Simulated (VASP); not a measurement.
OSZICAR of a VASP run on YSi (relaxed from the CsCl structure, space group Pm-3m):

OSZICAR:
```
       N       E                     dE             d eps       ncg     rms          rms(c)
DAV:   1     0.264162993046E+02    0.26416E+02   -0.62699E+03   770   0.102E+03
DAV:   2    -0.126915821287E+02   -0.39108E+02   -0.37098E+02   929   0.181E+02
DAV:   3    -0.142531277716E+02   -0.15615E+01   -0.15236E+01  1061   0.270E+01
DAV:   4    -0.143004688021E+02   -0.47341E-01   -0.47244E-01  1040   0.476E+00
DAV:   5    -0.143021044428E+02   -0.16356E-02   -0.16351E-02  1081   0.656E-01    0.274E+01
DAV:   6    -0.135948398146E+02    0.70726E+00   -0.15714E+00   842   0.741E+00    0.189E+01
DAV:   7    -0.135628833665E+02    0.31956E-01   -0.81007E-01  1095   0.530E+00    0.499E+00
DAV:   8    -0.135456036409E+02    0.17280E-01   -0.20746E-01   847   0.285E+00    0.647E-01
DAV:   9    -0.135424586789E+02    0.31450E-02   -0.26417E-02   850   0.970E-01    0.264E-01
DAV:  10    -0.135421748238E+02    0.28386E-03   -0.17995E-03   898   0.370E-01    0.893E-02
DAV:  11    -0.135421896804E+02   -0.14857E-04   -0.15236E-04  1128   0.907E-02    0.529E-02
DAV:  12    -0.135421861791E+02    0.35013E-05   -0.98938E-06   932   0.286E-02    0.176E-02
DAV:  13    -0.135421855813E+02    0.59782E-06   -0.43428E-06   898   0.164E-02
   1 F= -.13542186E+02 E0= -.13541623E+02  d E =-.135422E+02
       N       E                     dE             d eps       ncg     rms          rms(c)
DAV:   1    -0.135966897696E+02   -0.54504E-01   -0.10778E+00  1050   0.823E+00    0.182E+00
DAV:   2    -0.135491111223E+02    0.47579E-01   -0.94861E-02   934   0.289E+00    0.868E-01
DAV:   3    -0.135410470882E+02    0.80640E-02   -0.77978E-02  1169   0.163E+00    0.781E-01
DAV:   4    -0.135431092364E+02   -0.20621E-02   -0.35280E-03   901   0.513E-01    0.271E-01
DAV:   5    -0.135439702339E+02   -0.86100E-03   -0.37688E-03  1170   0.293E-01    0.119E-01
DAV:   6    -0.135441174390E+02   -0.14721E-03   -0.84907E-05   994   0.788E-02    0.548E-02
DAV:   7    -0.135441857048E+02   -0.68266E-04   -0.82024E-05  1216   0.558E-02    0.132E-02
DAV:   8    -0.135441908270E+02   -0.51222E-05   -0.51088E-06   897   0.198E-02    0.271E-03
DAV:   9    -0.135441905026E+02    0.32442E-06   -0.82981E-07   603   0.740E-03
   2 F= -.13544191E+02 E0= -.13543726E+02  d E =-.200492E-02
       N       E                     dE             d eps       ncg     rms          rms(c)
DAV:   1    -0.135507535266E+02   -0.65627E-02   -0.11907E-01  1068   0.274E+00    0.613E-01
DAV:   2    -0.135455002028E+02    0.52533E-02   -0.12362E-02  1006   0.102E+00    0.295E-01
DAV:   3    -0.135445761772E+02    0.92403E-03   -0.71411E-03  1183   0.502E-01    0.252E-01
DAV:   4    -0.135448030277E+02   -0.22685E-03   -0.35340E-04   943   0.148E-01    0.856E-02
DAV:   5    -0.135448904559E+02   -0.87428E-04   -0.46981E-04  1158   0.977E-02    0.367E-02
DAV:   6    -0.135448988611E+02   -0.84052E-05   -0.69026E-06   933   0.238E-02    0.213E-02
DAV:   7    -0.135449050031E+02   -0.61421E-05   -0.76903E-06  1149   0.209E-02    0.491E-03
DAV:   8    -0.135449050060E+02   -0.28158E-08   -0.51043E-07   466   0.663E-03
   3 F= -.13544905E+02 E0= -.13544414E+02  d E =-.271942E-02
```

Q: Which electronic solver shows in the log?

A: It is blocked Davidson (ALGO = Normal, or the opening steps of other solvers). The INCAR had ALGO = Normal.

Q: Can the final energy be trusted as converged?

A: The run converged. It stopped with EDIFF = 1E-6, NELM = 100, NSW = 60 and EDIFFG = -0.01 after 3 ionic steps (PBEsol GGA, plane waves, VASP's PBE PAW potentials (set 64)).

The structure was generated: YSi was put into the CsCl type (Pm-3m), which need not be its known phase. This run relaxes it. Symmetry was kept, so distortions that lower it aren't found. The electron count is odd and the run is not spin-polarised, which forces a metal.
